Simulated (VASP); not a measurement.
# Sn2Ir: interstitial Li from one void to a neighbouring one, part 2 of 4

Aim: the barrier for one hop in Sn2Ir: interstitial Li from one void to a neighbouring one. The start is a cell from a database of measured crystal structures.

VASP 6.6.1, plane waves and PAW; the level of theory is named at each step.

So far. Step 2 (Relax the host): The run ended after 3 ionic steps, 0.000 eV below its first step, once forces and stress met EDIFFG = -0.02.

## (3) Relax the start

This step: PBEsol; plane waves and PAW (Ir, Sn, Li) (VASP 6.6.1).

System of this step: LiSn16Ir8. The cell holds 25 atoms: 8 Ir, 16 Sn and 1 Li. Cell: a = 8.976 Å, b = 8.976 Å, c = 8.976 Å, α = 60.0°, β = 60.0°, γ = 60.0°. It derives from Sn2Ir. Nearest the centre at fractional (0.250, 0.250, 0.500): Sn9 at 1.58 Å, Sn18 at 1.60 Å, Ir6 at 2.24 Å, Li25 at 2.24 Å, Ir4 at 2.25 Å, Sn11 at 3.51 Å, Sn21 at 3.54 Å, Sn20 at 3.54 Å.

A path needs two true minima; the start is relaxed with symmetry off.

Input file INCAR:

```
SYSTEM = LiSn16Ir8
PREC = Normal
ENCUT = 280
EDIFF = 1E-05
NELM = 120
ISMEAR = 1
SIGMA = 0.15
LREAL = Auto
ALGO = Fast
GGA = PS
LORBIT = 11
LWAVE = .FALSE.
LCHARG = .FALSE.
KPAR = 3
IBRION = 2
NSW = 60
ISIF = 2
EDIFFG = -0.05
POTIM = 0.4
MAXMIX = 40
ISYM = 0
```

Input file POSCAR:

```
LiSn16Ir8
1.0
    0.0000000000      6.3468368396      6.3468368396
    6.3468368396      0.0000000000      6.3468368396
    6.3468368396      6.3468368396      0.0000000000
Ir Sn Li
8 16 1
Direct
    0.0012706661     -0.0002294007      0.0013183973
    0.0041830092     -0.0027764043      0.4986699265
    0.0023360357      0.4988127961     -0.0005048303
    0.0004427445      0.5012800443      0.4996468190
    0.5001440479     -0.0016632907     -0.0006574058
    0.4986582594      0.0004201579      0.5014669119
    0.5008395653      0.4991860921     -0.0016500233
    0.5040593308      0.4991130347      0.5000184920
    0.3760199997      0.3734292627      0.3680273871
    0.3763442213      0.3743405983      0.8743290054
    0.3693161222      0.8794939780      0.3771797047
    0.3738450857      0.8782443437      0.8781927892
    0.8734770302      0.3770506806      0.3713295948
    0.8718179538      0.3760290787      0.8743144438
    0.8734701388      0.8762201952      0.3735527825
    0.8741079203      0.8742966656      0.8760042182
    0.1259741344      0.1250369151      0.1268340896
    0.1266519134      0.1217679608      0.6256536517
    0.1233669332      0.6295147139      0.1232556760
    0.1225695217      0.6264413258      0.6234954507
    0.6237970400      0.1231079123      0.1270625735
    0.6263238216      0.1222053682      0.6243051044
    0.6232278204      0.6215765604      0.1291655593
    0.6260599485      0.6230024921      0.6277991297
    0.2528620634      0.2479365912      0.2495083893
```

Input file KPOINTS:

```
Automatic mesh
0
Gamma
3 3 3
0 0 0
```

PAW data sets: Ir, Sn and Li (PBE family, release 64).

Launch:

```
$ mpirun -np 3 vasp_std
```

The program printed:

```text
[banner, memory and clock lines left out]
running    3 mpi-ranks, on    1 nodes
 distrk:  each k-point on    1 cores,    3 groups
 distr:  one band on    1 cores,    1 groups

 POSCAR found type information on POSCAR IrSnLi
 POSCAR found :  3 types and      25 ions
 [... a notice as in an earlier step ...]

 LDA part: xc-table for (Slater+PW92), standard interpolation
 POSCAR, INCAR and KPOINTS ok, starting setup
 FFT: planning ... GRIDC
 FFT: planning ... GRID_SOFT
 FFT: planning ... GRID
 WAVECAR not read
 entering main loop
       N       E                     dE             d eps       ncg     rms          rms(c)
DAV:   1     0.594854997866E+03    0.59485E+03   -0.37114E+04  2296   0.863E+02
DAV:   2    -0.935990967450E+02   -0.68845E+03   -0.65176E+03  2542   0.295E+02
DAV:   3    -0.158014425542E+03   -0.64415E+02   -0.61831E+02  2952   0.748E+01
DAV:   4    -0.160657937481E+03   -0.26435E+01   -0.26053E+01  3104   0.163E+01
DAV:   5    -0.160721561866E+03   -0.63624E-01   -0.63368E-01  2896   0.213E+00    0.254E+01
RMM:   6    -0.157650169934E+03    0.30714E+01   -0.46516E+00  2299   0.101E+01    0.101E+01
RMM:   7    -0.156543551122E+03    0.11066E+01   -0.20352E+00  2321   0.341E+00    0.414E+00
RMM:   8    -0.156371348365E+03    0.17220E+00   -0.56324E-01  2440   0.255E+00    0.605E-01
RMM:   9    -0.156374427086E+03   -0.30787E-02   -0.12763E-01  2546   0.116E+00    0.470E-01
RMM:  10    -0.156375459592E+03   -0.10325E-02   -0.31087E-02  2599   0.551E-01    0.238E-01
RMM:  11    -0.156376487817E+03   -0.10282E-02   -0.75754E-03  2583   0.266E-01    0.155E-01
RMM:  12    -0.156376826156E+03   -0.33834E-03   -0.19103E-03  2752   0.132E-01    0.373E-02
RMM:  13    -0.156376889679E+03   -0.63522E-04   -0.43882E-04  2840   0.569E-02    0.282E-02
RMM:  14    -0.156376908484E+03   -0.18805E-04   -0.78673E-05  2146   0.308E-02    0.128E-02
RMM:  15    -0.156376911371E+03   -0.28871E-05   -0.26328E-05  1450   0.168E-02
   1 F= -.15637691E+03 E0= -.15637070E+03  d E =-.156377E+03
 curvature:   0.00 expect dE= 0.000E+00 dE for cont linesearch  0.000E+00
 trial: gam= 0.00000 g(F)=  0.394E+00 g(S)=  0.000E+00 ort = 0.000E+00 (trialstep = 0.100E+01)
 search vector abs. value=  0.394E+00
 bond charge predicted
       N       E                     dE             d eps       ncg     rms          rms(c)
DAV:   1    -0.156630869707E+03   -0.25396E+00   -0.94392E+00  2520   0.852E+00    0.590E-01
RMM:   2    -0.156654535611E+03   -0.23666E-01   -0.32998E-01  2298   0.231E+00    0.790E-01
RMM:   3    -0.156664071217E+03   -0.95356E-02   -0.10070E-01  2632   0.102E+00    0.428E-01
RMM:   4    -0.156663709571E+03    0.36165E-03   -0.18754E-02  2360   0.578E-01    0.290E-01
RMM:   5    -0.156664126958E+03   -0.41739E-03   -0.78292E-03  2572   0.262E-01    0.168E-01
RMM:   6    -0.156664233502E+03   -0.10654E-03   -0.17802E-03  2868   0.135E-01    0.110E-01
RMM:   7    -0.156664259573E+03   -0.26071E-04   -0.44795E-04  2607   0.622E-02    0.542E-02
RMM:   8    -0.156664248167E+03    0.11406E-04   -0.10022E-04  2346   0.320E-02    0.342E-02
RMM:   9    -0.156664248710E+03   -0.54331E-06   -0.40122E-05  1724   0.210E-02
   2 F= -.15666425E+03 E0= -.15665808E+03  d E =-.287337E+00
[...]
3 F= -.15674193E+03 E0= -.15673616E+03  d E =-.365024E+00
[...]
4 F= -.15676134E+03 E0= -.15675527E+03  d E =-.194035E-01
[...]
5 F= -.15676792E+03 E0= -.15676169E+03  d E =-.259882E-01
[...]
6 F= -.15676793E+03 E0= -.15676170E+03  d E =-.259917E-01
 curvature:  -1.25 expect dE=-0.116E-02 dE for cont linesearch -0.192E-05
 ZBRENT: bracketing found
 ZBRENT: accuracy reached
 trial: gam= 0.05375 g(F)=  0.926E-03 g(S)=  0.000E+00 ort =-0.189E-03 (trialstep = 0.141E+01)
 search vector abs. value=  0.973E-03
 bond charge predicted
       N       E                     dE             d eps       ncg     rms          rms(c)
DAV:   1    -0.156768775206E+03   -0.85067E-03   -0.90303E-02  2350   0.807E-01    0.373E-02
RMM:   2    -0.156768899388E+03   -0.12418E-03   -0.16053E-03  2296   0.162E-01    0.396E-02
RMM:   3    -0.156768950031E+03   -0.50643E-04   -0.52789E-04  2705   0.748E-02    0.276E-02
RMM:   4    -0.156768936024E+03    0.14008E-04   -0.11059E-04  2336   0.358E-02    0.146E-02
RMM:   5    -0.156768938707E+03   -0.26835E-05   -0.45770E-05  1871   0.203E-02
   7 F= -.15676894E+03 E0= -.15676272E+03  d E =-.101196E-02
 trial-energy change:   -0.001012  1 .order   -0.000977   -0.001288   -0.000666
 step:   2.9112(harm=  2.9112)  dis= 0.00519  next Energy=  -156.769260 (dE=-0.133E-02)
 reached required accuracy - stopping structural energy minimisation
```

The job ended after 4.4 min (3 MPI ranks of Intel Xeon Platinum 8488C (Sapphire Rapids), shared host; peak memory 1.1 GiB).

From OUTCAR (step 3):

```text
 Found     14 irreducible k-points:

   k-points           NKPTS =     14   k-points in BZ     NKDIM =     14   number of bands    NBANDS=     82

   dimension x,y,z NGX =    40 NGY =   40 NGZ =   40
   dimension x,y,z NGXF=    80 NGYF=   80 NGZF=   80

   ENCUT  =  280.0 eV  20.58 Ry    4.54 a.u.  12.25 12.25 12.25*2*pi/ulx,y,z

   NELECT =     137.0000    total number of electrons

 E-fermi :   6.7391

 k-point     1 :       0.0000    0.0000    0.0000
  band No.  band energies     occupation
    ...
     66       6.5857      2.05469
     67       6.5902      2.04880
     68       6.5974      2.03684
     69       6.6552      1.80225
     70       6.6561      1.79620
     71       7.8804     -0.00000
     72       7.8812     -0.00000
     73       7.8860     -0.00000
     74       7.9524     -0.00000
     75       8.0170     -0.00000
    ...

 k-point     2 :       0.3333    0.0000    0.0000
  band No.  band energies     occupation
    ...
     64       6.0077      2.00000
     65       6.0099      2.00000
     66       6.0853      2.00000
     67       6.0877      2.00000
     68       6.1330      2.00000
     69       7.3350     -0.00000
     70       7.3931     -0.00000
     71       7.3977     -0.00000
     72       7.4457     -0.00000
     73       8.1857     -0.00000
    ...

  Total        2.5726962      2.5681081      2.5636362      0.0157493      0.0528140      0.0364113
  in kB        8.0611517      8.0467754      8.0327636      0.0493481      0.1654846      0.1140893
  external PRESSURE =       8.0468969 kB  Pullay stress =       0.0000000 kB

  energy-cutoff  :      280.00
  volume of cell :      511.33
      direct lattice vectors                 reciprocal lattice vectors
     0.000000000  6.346836840  6.346836840    -0.078779400  0.078779400  0.078779400
     6.346836840  0.000000000  6.346836840     0.078779400 -0.078779400  0.078779400
     6.346836840  6.346836840  0.000000000     0.078779400  0.078779400 -0.078779400

 POSITION                                       TOTAL-FORCE (eV/Angst)
 -----------------------------------------------------------------------------------
      0.00641      6.34677      6.34850        -0.024548     -0.006292     -0.006845
      3.17200      3.17333      0.02948         0.002506      0.004913      0.001270
      3.16772      0.02858      3.17515         0.007057      0.005123     -0.003561
      6.30988      3.16722      3.17412         0.012927      0.015644     -0.000636
      0.03190      3.17921      3.16879        -0.005063     -0.010424      0.008572
      3.17626      6.31761      3.16760        -0.010895     -0.003573      0.013933
      3.16979      3.16928      6.31273         0.007847      0.015868      0.004927
      6.33976      6.34962      6.34455         0.009017     -0.008521      0.001155
      4.79057      4.79422      4.79318         0.007955      0.001821     -0.000412
      7.89142      7.89900      4.79349         0.011351     -0.002756      0.000176
      7.90016      4.80039      7.89204        -0.014290     -0.012906      0.013887
     11.10162      7.94733      7.94419        -0.020483     -0.017376     -0.016860
      4.79229      7.89836      7.90170        -0.004012     -0.007612     -0.015037
      7.94422     11.09300      7.94373        -0.017496      0.005256     -0.008745
      7.94403      7.94259     11.09498        -0.008804     -0.007790      0.002665
     11.09200     11.09626     11.09421         0.022210      0.006450      0.013703
      1.55408      1.55286      1.55211        -0.016037     -0.008575     -0.013150
      4.79719      4.79431      1.54846        -0.005341     -0.001195      0.009744
      4.79175      1.54553      4.79880         0.004483      0.012935     -0.012579
      7.93473      4.74718      4.74738         0.019255      0.008345      0.010511
      1.54864      4.79621      4.79111         0.007651      0.013356      0.011324
      4.74706      7.94475      4.74972         0.005739      0.007368     -0.010060
      4.74666      4.75200      7.93925         0.004962     -0.001366      0.013315
      7.94292      7.94415      7.94309        -0.007160     -0.010361     -0.011648
      3.16729      3.17395      3.17691         0.011171      0.001669     -0.005650
 -----------------------------------------------------------------------------------
    total drift:                               -0.019416      0.002649     -0.015911

  FREE ENERGIE OF THE ION-ELECTRON SYSTEM (eV)
  ---------------------------------------------------
  free  energy   TOTEN  =      -156.7689387074 eV

  energy  without entropy=     -156.7502704386  energy(sigma->0) =     -156.76271595

 total charge
# of ion       s       p       d       tot
------------------------------------------
    1        0.661   0.577   7.260   8.498
    2        0.651   0.551   7.224   8.426
    3        0.651   0.551   7.224   8.426
    4        0.651   0.551   7.224   8.426
    5        0.651   0.550   7.224   8.425
    6        0.651   0.550   7.224   8.425
    7        0.651   0.550   7.224   8.425
    8        0.661   0.578   7.261   8.500
    9        1.354   1.733   0.267   3.354
   10        1.353   1.734   0.267   3.354
   11        1.354   1.732   0.267   3.353
   12        1.355   1.687   0.256   3.298
   13        1.353   1.734   0.268   3.355
   14        1.356   1.687   0.256   3.298
   15        1.355   1.687   0.256   3.299
   16        1.356   1.686   0.255   3.297
   17        1.353   1.735   0.268   3.356
   18        1.354   1.732   0.267   3.352
   19        1.353   1.732   0.267   3.353
   20        1.356   1.687   0.255   3.298
   21        1.354   1.733   0.267   3.353
   22        1.356   1.687   0.256   3.299
   23        1.356   1.687   0.256   3.298
   24        1.355   1.688   0.256   3.299
   25        0.087   0.199   0.000   0.286
--------------------------------------------------
tot         26.988  32.017  62.047 121.052

[... 1 part as in an earlier step ...]

[... 7 further parts left out ...]
```

The steps of the relaxation:

```tsv
step	energy less that of the first step (eV)	largest force (eV/Å)
1	0.0000	1.4305
2	-0.2873	0.7202
3	-0.3650	0.3087
4	-0.3844	0.1708
5	-0.3910	0.0526
6	-0.3910	0.0527
7	-0.3920	0.0317
```

The atoms that moved most (Å):

```tsv
atom	dx	dy	dz	length
Sn9	0.085	0.072	0.037	0.117
Sn11	-0.076	0.063	-0.034	0.104
Sn17	-0.045	-0.052	-0.041	0.080
Sn21	-0.039	0.031	0.051	0.071
Sn18	0.053	0.020	-0.028	0.064
Sn10	-0.034	-0.039	0.029	0.059
Sn13	0.042	-0.002	-0.035	0.055
Sn23	-0.018	-0.023	0.039	0.049
```

Final coordinates:

```xyz
25
Lattice="0.0000 6.3468 6.3468 6.3468 0.0000 6.3468 6.3468 6.3468 0.0000" Properties=species:S:1:pos:R:3 pbc="T T T"
Ir    0.0064   -0.0001    0.0017
Ir    3.1720    3.1733    0.0295
Ir    3.1677    0.0286    3.1751
Ir    6.3099    3.1672    3.1741
Ir    0.0319    3.1792    3.1688
Ir    3.1763    6.3176    3.1676
Ir    3.1698    3.1693    6.3127
Ir    6.3398    6.3496    6.3446
Sn    4.7906    4.7942    4.7932
Sn    7.8914    7.8990    4.7935
Sn    7.9002    4.8004    7.8920
Sn   11.1016    7.9473    7.9442
Sn    4.7923    7.8984    7.9017
Sn    7.9442   11.0930    7.9437
Sn    7.9440    7.9426   11.0950
Sn   11.0920   11.0963   11.0942
Sn    1.5541    1.5529    1.5521
Sn    4.7972    4.7943    1.5485
Sn    4.7918    1.5455    4.7988
Sn    7.9347    4.7472    4.7474
Sn    1.5486    4.7962    4.7911
Sn    4.7471    7.9448    4.7497
Sn    4.7467    4.7520    7.9393
Sn    7.9429    7.9442    7.9431
Li    3.1673    3.1740    3.1769
```

Numbers from this step:

```yaml
electronic_cycles: 51
electrons: 137
free_energy_toten: -156.7689 eV
energy_at_zero_smearing: -156.7627 eV
fermi_energy: 6.739 eV
```

The run ended after 7 ionic steps, 0.392 eV below its first step, once the forces on the free atoms met EDIFFG = -0.05.

(Continued in part 3 of 4.)

[Lines on the potential files, build, host, timing and source positions are cut from VASP's logs without a mark.]

[Logs are printed without paths, hosts, clocks, repeated set-up lines and the standing remarks that a program may print on its own settings, such as how far it seeks lower states.]

[Hosts, paths, dates, database ids (printed as entryN), source tags and the programs' standing remarks are cut or masked in the printed files.]

[Runs that stopped without an error message from VASP are left out.]
